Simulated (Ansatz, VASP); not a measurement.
# ZnS (Wurtzite-2H): VASP beside Ansatz

Wanted: the spread between two codes on one cell, functional and k mesh. The cell is taken from a series of runs on this material, whose earlier steps may have relaxed, scaled, displaced or heated it; both programs get it as it stands.

Program: Ansatz 0.2.0. Level of theory: plane waves, with VASP 6.6.1 beside it; zone-centre phonons at r2SCAN. Results are calculated unless marked as measured.

**1. The starting structure**

Symmetry: P6_3mc, No. 186, hexagonal system. The conventional cell has a = 3.827 Å, b = 3.827 Å, c = 6.276 Å, α = 90.00°, β = 90.00°, γ = 120.00°. Nearest to Zn lie 4 S at 2.35 Å. S has 4 Zn at 2.35 Å nearest. Farther neighbours and most contacts between anions are not listed.

As a file:

```xyz
4
Lattice="3.8266 0.0000 0.0000 -1.9133 3.3139 0.0000 0.0000 0.0000 6.2760" Properties=species:S:1:pos:R:3 pbc="T T T"
Zn    0.0000    2.2093    0.0018
Zn    1.9133    1.1046    3.1398
S     0.0000    2.2093    2.3517
S     1.9133    1.1046    5.4897
```

**2. VASP: zone-centre phonons, r2SCAN**

Second derivatives magnify differences that forces hide, and they need a tight electronic threshold.

Lines of VASP's logs that name or quote its potential files are left out, and so is its time.

The input, INCAR:

```
SYSTEM = ZnS
PREC = Accurate
ENCUT = 550
EDIFF = 1E-08
NELM = 120
ISMEAR = 0
SIGMA = 0.01
LREAL = .FALSE.
ALGO = Normal
METAGGA = R2SCAN
LASPH = .TRUE.
NBANDS = 24
LORBIT = 11
LWAVE = .FALSE.
LCHARG = .FALSE.
ISIF = 2
IBRION = 6
NFREE = 2
POTIM = 0.015
NSW = 1
GGA_COMPAT = .FALSE.
EFERMI = MIDGAP
LMIXTAU = .TRUE.
KPAR = 2
```

The input, POSCAR:

```
ZnS
1.0
    3.8265608023      0.0000000000      0.0000000000
   -1.9132804012      3.3138988639      0.0000000000
    0.0000000000      0.0000000000      6.2760146589
Zn S
2 2
Direct
    0.3333333333      0.6666666667      0.0002891419
    0.6666666667      0.3333333333      0.5002891419
    0.3333333333      0.6666666667      0.3747108581
    0.6666666667      0.3333333333      0.8747108581
```

The input, KPOINTS:

```
Automatic mesh
0
Gamma
9 9 4
0 0 0
```

PAW data sets: Zn and S (PBE family, release 64).

The run is started by

```console
> mpirun -np 2 vasp_std
```

Numbers of over 12 decimals in the logs are rounded to 6 here.

Log:

```text
[banner, memory and clock lines left out]
running    2 mpi-ranks, on    1 nodes
 distrk:  each k-point on    1 cores,    2 groups
 distr:  one band on    1 cores,    1 groups

 POSCAR found type information on POSCAR ZnS
 POSCAR found :  2 types and       4 ions
|                                                                             |
|               ----> ADVICE to this user running VASP <----                  |
|                                                                             |
|     You enforced a specific xc type in the INCAR file but a different       |
|     [... a line on the potential file left out ...]
|     I HOPE YOU KNOW WHAT YOU ARE DOING!                                     |
|                                                                             |

 LDA part: xc-table for (None), standard interpolation
 POSCAR, INCAR and KPOINTS ok, starting setup
 FFT: planning ... GRIDC
 FFT: planning ... GRID_SOFT
 FFT: planning ... GRID
 WAVECAR not read
 entering main loop
       N       E                     dE             d eps       ncg     rms          rms(c)
DAV:   1     0.215235665642E+03    0.21524E+03   -0.18330E+04  1728   0.192E+03
DAV:   2    -0.216575740546E+02   -0.23689E+03   -0.22868E+03  1856   0.380E+02
DAV:   3    -0.434391138431E+02   -0.21782E+02   -0.21674E+02  2128   0.116E+02
DAV:   4    -0.438611474480E+02   -0.42203E+00   -0.42180E+00  2000   0.168E+01
DAV:   5    -0.438683625260E+02   -0.72151E-02   -0.72147E-02  2224   0.203E+00    0.993E+00
DAV:   6    -0.397315162096E+02    0.41368E+01   -0.35027E+00  2184   0.486E+01    0.905E+00
DAV:   7    -0.371635624587E+02    0.25680E+01   -0.10773E+00  1792   0.122E+01    0.459E+00
DAV:   8    -0.376674051790E+02   -0.50384E+00   -0.87343E-01  1872   0.684E+00    0.136E+00
DAV:   9    -0.377108071015E+02   -0.43402E-01   -0.22347E-01  1768   0.422E+00    0.843E-01
DAV:  10    -0.376582140511E+02    0.52593E-01   -0.81191E-02  1800   0.258E+00    0.490E-01
DAV:  11    -0.377059195744E+02   -0.47706E-01   -0.41471E-02  1776   0.187E+00    0.148E-01
DAV:  12    -0.377108948488E+02   -0.49753E-02   -0.19635E-02  1856   0.109E+00    0.907E-02
DAV:  13    -0.377135118005E+02   -0.26170E-02   -0.11741E-03  2328   0.326E-01    0.356E-02
DAV:  14    -0.377169205083E+02   -0.34087E-02   -0.70487E-03  1808   0.715E-01    0.836E-02
[...]
DAV:  19    -0.377183173178E+02   -0.89777E-06   -0.69841E-07  1976   0.760E-03    0.119E-03
DAV:  20    -0.377183187002E+02   -0.13824E-05   -0.19359E-07  2088   0.410E-03    0.696E-04
DAV:  21    -0.377183183928E+02    0.30739E-06   -0.15370E-08  1568   0.149E-03    0.777E-04
DAV:  22    -0.377183186000E+02   -0.20721E-06   -0.15452E-08  1200   0.240E-03    0.318E-04
DAV:  23    -0.377183184707E+02    0.12939E-06   -0.13102E-08  1344   0.726E-04    0.807E-05
DAV:  24    -0.377183185193E+02   -0.48622E-07   -0.21687E-09  1008   0.430E-04    0.764E-05
DAV:  25    -0.377183184971E+02    0.22203E-07   -0.30610E-10   976   0.225E-04    0.515E-05
DAV:  26    -0.377183184964E+02    0.71213E-09   -0.83310E-11   992   0.767E-05
   1 F= -.37718318E+02 E0= -.37718318E+02  d E =0.000000E+00
[... from here on, the cycles between the ionic steps are left out ...]
   2 F= -.37717582E+02 E0= -.37717582E+02  d E =0.000000E+00
   4 F= -.37717172E+02 E0= -.37717172E+02  d E =0.000000E+00
   5 F= -.37717673E+02 E0= -.37717673E+02  d E =0.000000E+00
   6 F= -.37717609E+02 E0= -.37717609E+02  d E =0.000000E+00
   7 F= -.37717609E+02 E0= -.37717609E+02  d E =0.000000E+00
   8 F= -.37717286E+02 E0= -.37717286E+02  d E =0.000000E+00
 Finite differences progress:
  Degree of freedom:   4/  4
  Displacement:        1/  2
  Total:               7/  8
 bond charge predicted
       N       E                     dE             d eps       ncg     rms          rms(c)
DAV:   1    -0.377115973340E+02    0.56891E-02   -0.86337E-01  2064   0.409E+00    0.383E-01
DAV:   2    -0.377165937856E+02   -0.49965E-02   -0.46717E-02  2600   0.185E+00    0.145E-01
DAV:   3    -0.377172024524E+02   -0.60867E-03   -0.13915E-03  2272   0.540E-01    0.119E-01
DAV:   4    -0.377171990663E+02    0.33861E-05   -0.46119E-04  2288   0.249E-01    0.485E-02
DAV:   5    -0.377172338885E+02   -0.34822E-04   -0.24947E-04  2144   0.245E-01    0.143E-02
DAV:   6    -0.377172721739E+02   -0.38285E-04   -0.10084E-04  2136   0.721E-02    0.173E-02
DAV:   7    -0.377172886871E+02   -0.16513E-04   -0.81835E-06  2568   0.262E-02    0.975E-03
DAV:   8    -0.377172858290E+02    0.28581E-05   -0.81468E-07  2344   0.101E-02    0.673E-03
DAV:   9    -0.377172888420E+02   -0.30129E-05   -0.18303E-06  2144   0.141E-02    0.861E-04
DAV:  10    -0.377172887901E+02    0.51862E-07   -0.14369E-07  2400   0.425E-03    0.787E-04
DAV:  11    -0.377172889214E+02   -0.13125E-06   -0.14348E-08  1792   0.146E-03    0.493E-04
DAV:  12    -0.377172889411E+02   -0.19675E-07   -0.69118E-09  1408   0.109E-03    0.307E-04
DAV:  13    -0.377172889884E+02   -0.47362E-07   -0.40759E-09  1216   0.116E-03    0.448E-04
DAV:  14    -0.377172889849E+02    0.35157E-08   -0.18221E-09  1112   0.663E-04
   9 F= -.37717289E+02 E0= -.37717289E+02  d E =0.000000E+00
 Finite differences progress:
  Degree of freedom:   4/  4
  Displacement:        2/  2
  Total:               8/  8
```

From OUTCAR (step 2):

```text
ion  position               nearest neighbor table
   1  0.333  0.667  0.000-   4 2.35   4 2.35   4 2.35   3 2.35
   2  0.667  0.333  0.500-   3 2.35   3 2.35   3 2.35   4 2.35
   3  0.333  0.667  0.375-   2 2.35   2 2.35   2 2.35   1 2.35
   4  0.667  0.333  0.875-   1 2.35   1 2.35   1 2.35   2 2.35

  LATTYP: Found a hexagonal cell.
 ALAT       =     3.8265608023
 C/A-ratio  =     1.6401188909

 Subroutine GETGRP returns: Found 12 space group operations
 (whereof  6 operations were pure point group operations)

The static configuration has the point symmetry C_3v.
 The point group associated with its full space group is C_6v.

 Found     36 irreducible k-points:

   k-points           NKPTS =     36   k-points in BZ     NKDIM =     36   number of bands    NBANDS=     24

   dimension x,y,z NGX =    30 NGY =   30 NGZ =   48
   dimension x,y,z NGXF=    60 NGYF=   60 NGZF=   96

   ENCUT  =  550.0 eV  40.42 Ry    6.36 a.u.   7.32  7.32 12.00*2*pi/ulx,y,z

   NELECT =      36.0000    total number of electrons

 k-points in reciprocal lattice and weights: Automatic mesh
   0.00000000  0.00000000  0.00000000       0.003
   0.11111111  0.00000000  0.00000000       0.019
   0.22222222  0.00000000  0.00000000       0.019
   0.33333333  0.00000000  0.00000000       0.019
   0.44444444  0.00000000  0.00000000       0.019
   0.11111111  0.11111111  0.00000000       0.019
   0.22222222  0.11111111  0.00000000       0.037
   0.33333333  0.11111111  0.00000000       0.037
   0.44444444  0.11111111  0.00000000       0.019
[...]
0.33333333  0.22222222  0.50000000       0.037
   0.33333333  0.33333333  0.50000000       0.006

 average (electrostatic) potential at core
       1 -41.8418       2 -41.8400       3 -91.6603       4 -91.6641

 E-fermi :   3.1278

 k-point     1 :       0.0000    0.0000    0.0000
  band No.  band energies     occupation
    ...
     14       0.8689      2.00000
     15       0.8689      2.00000
     16       1.6827      2.00000
     17       1.7735      2.00000
     18       1.7735      2.00000
     19       4.4821      0.00000
     20       5.3691      0.00000
     21       8.5823      0.00000
     22       8.5823      0.00000
     23       8.8618      0.00000
    ...

 k-point     2 :       0.1111    0.0000    0.0000
  band No.  band energies     occupation
    ...
     14       0.2468      2.00000
     15       0.6760      2.00000
     16       1.0870      2.00000
     17       1.5755      2.00000
     18       1.6707      2.00000
     19       5.1059      0.00000
     20       5.9324      0.00000
     21       8.1926      0.00000
     22       8.8235      0.00000
     23       9.0932      0.00000
    ...

 k-point     3 :       0.2222    0.0000    0.0000
  band No.  band energies     occupation
    ...
     14      -0.9274      2.00000
     15      -0.1097      2.00000
     16       0.2448      2.00000
     17       1.2411      2.00000
     18       1.4043      2.00000
     19       6.0061      0.00000
     20       6.3770      0.00000
     21       8.0871      0.00000
     22       8.8720      0.00000
     23       9.2202      0.00000
    ...

  Total       -0.6131780     -0.6131780     -0.4807857      0.0000000      0.0000000     -0.0000000
  in kB      -12.3442667    -12.3442667     -9.6789961      0.0000000      0.0000000     -0.0000000
  external PRESSURE =     -11.4558432 kB  Pullay stress =       0.0000000 kB

  energy-cutoff  :      550.00
  volume of cell :       79.59
      direct lattice vectors                 reciprocal lattice vectors
     3.826560802  0.000000000  0.000000000     0.261331272  0.150879680  0.000000000
    -1.913280401  3.313898864  0.000000000     0.000000000  0.301759360  0.000000000
     0.000000000  0.000000000  6.276014659     0.000000000  0.000000000  0.159336785

 POSITION                                       TOTAL-FORCE (eV/Angst)
 -----------------------------------------------------------------------------------
     -0.00000      2.20927      0.00181         0.000000      0.000000     -0.068045
      1.91328      1.10463      3.13982        -0.000000      0.000000     -0.037008
     -0.00000      2.20927      2.33669         0.000000     -0.000000      0.150206
      1.91328      1.10463      5.48970        -0.000000     -0.000000     -0.045154
 -----------------------------------------------------------------------------------
    total drift:                                0.000000      0.000000     -0.044923

  FREE ENERGIE OF THE ION-ELECTRON SYSTEM (eV)
  ---------------------------------------------------
  free  energy   TOTEN  =       -37.7172889849 eV

  energy  without entropy=      -37.7172889849  energy(sigma->0) =      -37.71728898

 Eigenvectors and eigenvalues of the dynamical matrix
 ----------------------------------------------------

   1 f  =    9.971287 THz    62.651443 2PiTHz  332.606326 cm-1    41.237910 meV
             X         Y         Z           dx          dy          dz
     -0.000000  2.209266  0.001815    -0.000000    0.000000    0.111955
      1.913280  1.104633  3.139822    -0.000000    0.000000   -0.111955
     -0.000000  2.209266  2.351691    -0.000000    0.000000   -0.698188
      1.913280  1.104633  5.489698     0.000000   -0.000000    0.698188

   2 f  =    8.266534 THz    51.940164 2PiTHz  275.741886 cm-1    34.187621 meV
             X         Y         Z           dx          dy          dz
     -0.000000  2.209266  0.001815     0.294246   -0.208516   -0.000000
      1.913280  1.104633  3.139822    -0.294246    0.208516   -0.000000
     -0.000000  2.209266  2.351691     0.496255   -0.351669    0.000000
      1.913280  1.104633  5.489698    -0.496255    0.351669    0.000000

   3 f  =    8.266534 THz    51.940164 2PiTHz  275.741886 cm-1    34.187621 meV
             X         Y         Z           dx          dy          dz
     -0.000000  2.209266  0.001815    -0.208516   -0.294246   -0.000000
      1.913280  1.104633  3.139822     0.208516    0.294246   -0.000000
     -0.000000  2.209266  2.351691    -0.351669   -0.496255    0.000000
      1.913280  1.104633  5.489698     0.351669    0.496255    0.000000

   4 f  =    8.140712 THz    51.149604 2PiTHz  271.544935 cm-1    33.667266 meV
             X         Y         Z           dx          dy          dz
     -0.000000  2.209266  0.001815     0.339221   -0.240390   -0.000000
      1.913280  1.104633  3.139822     0.339221   -0.240390   -0.000000
     -0.000000  2.209266  2.351691    -0.466665    0.330704    0.000000
      1.913280  1.104633  5.489698    -0.466665    0.330704    0.000000

   5 f  =    8.140712 THz    51.149604 2PiTHz  271.544935 cm-1    33.667266 meV
             X         Y         Z           dx          dy          dz
     -0.000000  2.209266  0.001815    -0.240390   -0.339221   -0.000000
      1.913280  1.104633  3.139822    -0.240390   -0.339221   -0.000000
     -0.000000  2.209266  2.351691     0.330704    0.466665    0.000000
      1.913280  1.104633  5.489698     0.330704    0.466665    0.000000

   6 f  =    7.946304 THz    49.928101 2PiTHz  265.060175 cm-1    32.863259 meV
             X         Y         Z           dx          dy          dz
     -0.000000  2.209266  0.001815    -0.000000    0.000000   -0.408391
      1.913280  1.104633  3.139822    -0.000000    0.000000   -0.408391
     -0.000000  2.209266  2.351691     0.000000   -0.000000    0.577250
      1.913280  1.104633  5.489698     0.000000   -0.000000    0.577250

   7 f  =    5.847226 THz    36.739207 2PiTHz  195.042480 cm-1    24.182175 meV
             X         Y         Z           dx          dy          dz
     -0.000000  2.209266  0.001815    -0.000000    0.000000   -0.698188
      1.913280  1.104633  3.139822    -0.000000   -0.000000    0.698188
     -0.000000  2.209266  2.351691    -0.000000   -0.000000   -0.111955
      1.913280  1.104633  5.489698     0.000000    0.000000    0.111955

   8 f  =    2.707438 THz    17.011337 2PiTHz   90.310423 cm-1    11.197060 meV
             X         Y         Z           dx          dy          dz
     -0.000000  2.209266  0.001815     0.496260   -0.351663    0.000000
      1.913280  1.104633  3.139822    -0.496260    0.351663    0.000000
     -0.000000  2.209266  2.351691    -0.294249    0.208512    0.000000
      1.913280  1.104633  5.489698     0.294249   -0.208512    0.000000

   9 f  =    2.707438 THz    17.011337 2PiTHz   90.310423 cm-1    11.197060 meV
             X         Y         Z           dx          dy          dz
     -0.000000  2.209266  0.001815     0.351663    0.496260    0.000000
      1.913280  1.104633  3.139822    -0.351663   -0.496260   -0.000000
     -0.000000  2.209266  2.351691    -0.208512   -0.294249    0.000000
      1.913280  1.104633  5.489698     0.208512    0.294249   -0.000000

  10 f/i=    0.038285 THz     0.240551 2PiTHz    1.277048 cm-1     0.158334 meV
             X         Y         Z           dx          dy          dz
     -0.000000  2.209266  0.001815    -0.000000    0.000000   -0.577250
      1.913280  1.104633  3.139822    -0.000000    0.000000   -0.577250
     -0.000000  2.209266  2.351691    -0.000000    0.000000   -0.408391
      1.913280  1.104633  5.489698    -0.000000    0.000000   -0.408391

  11 f/i=    0.143672 THz     0.902717 2PiTHz    4.792376 cm-1     0.594179 meV
             X         Y         Z           dx          dy          dz
     -0.000000  2.209266  0.001815     0.335589    0.463165    0.000000
      1.913280  1.104633  3.139822     0.335589    0.463165    0.000000
     -0.000000  2.209266  2.351691     0.243941    0.336677    0.000000
      1.913280  1.104633  5.489698     0.243941    0.336677    0.000000

  12 f/i=    0.143672 THz     0.902717 2PiTHz    4.792376 cm-1     0.594179 meV
             X         Y         Z           dx          dy          dz
     -0.000000  2.209266  0.001815    -0.463165    0.335589    0.000000
      1.913280  1.104633  3.139822    -0.463165    0.335589    0.000000
     -0.000000  2.209266  2.351691    -0.336677    0.243941    0.000000
      1.913280  1.104633  5.489698    -0.336677    0.243941    0.000000

 ELASTIC MODULI CONTR FROM IONIC RELAXATION (kBar)
 Direction    XX          YY          ZZ          XY          YZ          ZX
 --------------------------------------------------------------------------------
 XX        -265.1126    131.8984    116.2262      0.0000     -0.0000      0.0000
 YY         131.8984   -265.1126    116.2262      0.0000      0.0000     -0.0000
 ZZ         116.2262    116.2262   -202.8090     -0.0000     -0.0000     -0.0000
 XY           0.0000      0.0000     -0.0000   -198.5055      0.0000     -0.0000
 YZ           0.0000     -0.0000     -0.0000      0.0000    -68.1044      0.0000
 ZX           0.0000     -0.0000     -0.0000     -0.0000      0.0000    -68.1204
 --------------------------------------------------------------------------------

 total charge
# of ion       s       p       d       tot
------------------------------------------
    1        0.496   0.466   9.817  10.779
    2        0.496   0.466   9.817  10.779
    3        1.303   2.462   0.000   3.765
    4        1.303   2.462   0.000   3.765
--------------------------------------------------
tot          3.598   5.856  19.634  29.088

[... 3 further parts left out ...]
```

CONTCAR:

```
ZnS
   1.00000000000000
     3.8265608023000000    0.0000000000000000    0.0000000000000000
    -1.9132804012000000    3.3138988639000000    0.0000000000000000
     0.0000000000000000    0.0000000000000000    6.2760146589000003
  Zn              S
     2     2
Direct
     0.3333333332999970    0.6666666667000030    0.0002891418999980
     0.6666666667000030    0.3333333332999970    0.5002891418999980
     0.3333333332999971    0.6666666667000030    0.3723208063210872
     0.6666666667000030    0.3333333332999970    0.8747108581000020
```

Levels, forces or a CONTCAR printed for this step are those of its last displaced cell, not of the structure at rest.

(Part 1 of 2 ends here.)

[Lines on the potential files, build, host, timing and source positions are cut from VASP's logs without a mark.]

[Logs are printed without paths, hosts, clocks, repeated set-up lines and the standing remarks that a program may print on its own settings, such as how far it seeks lower states.]

[Hosts, paths, dates, database ids (printed as entryN), source tags and the programs' standing remarks are cut or masked in the printed files.]
